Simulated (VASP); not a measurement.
An input for Ansatz (written as the equivalent of a VASP run, and not itself run):

Ansatz 0.2 input:
```yaml
crystal:
  lattice:
    - [0.0000000, 2.6104854, 2.6104854]
    - [2.6104854, 0.0000000, 2.6104854]
    - [2.6104854, 2.6104854, 0.0000000]
  atoms:
    - { symbol: Sr, position: [0.0000000, 0.0000000, 0.0000000] }
    - { symbol: O, position: [0.5000000, 0.5000000, 0.5000000] }
kpoints:
  mp_grid: { grid: [8, 8, 8] }
hamiltonian:
  xc: r2scan
  pseudopotentials: { kind: paw }
scf:
  occupations: { method: gaussian, width: 0.05 }
  max_iter: 100
relax:
  max_steps: 30
  f_tol: 0.01
output: { forces: true, stress: true, eigenvalues: true }
```

Problem. Write the VASP files for the same calculation (r2SCAN).

Solution. This is not unique; one that fits is 
File KPOINTS:
```
Automatic mesh
0
Gamma
8 8 8
0 0 0
```

**POSCAR**
```
SrO
1
    0.0000000000     2.6104854060     2.6104854060
    2.6104854060     0.0000000000     2.6104854060
    2.6104854060     2.6104854060     0.0000000000
Sr O
1 1
Direct
  0.0000000000   0.0000000000   0.0000000000
  0.5000000000   0.5000000000   0.5000000000
```

**INCAR**
```
SYSTEM = SrO
PREC = Accurate
ENCUT = 600
EDIFF = 1E-7
NELM = 100
ALGO = Normal
LREAL = .FALSE.
LASPH = .TRUE.
ISMEAR = 0
SIGMA = 0.05
METAGGA = R2SCAN
LMIXTAU = .TRUE.
LMAXMIX = 4
LWAVE = .FALSE.
LCHARG = .FALSE.
ISIF = 2
IBRION = 2
NSW = 30
EDIFFG = -0.01
```

POTCAR, in this order: Sr_sv O (PBE.64 set). Program: vasp_std.

The two are equivalent in intent, not identical: each code has its own PAW files, so the cut-off isn't converted (ENCUT is set for VASP's; basis.ecutwfc is left out, and Ansatz then takes the one that its files recommend); Ansatz stops its SCF on the density residual and VASP on the energy change (EDIFF).

The compound is SrO in the rock salt structure. This cell was strained or had an atom moved on purpose.
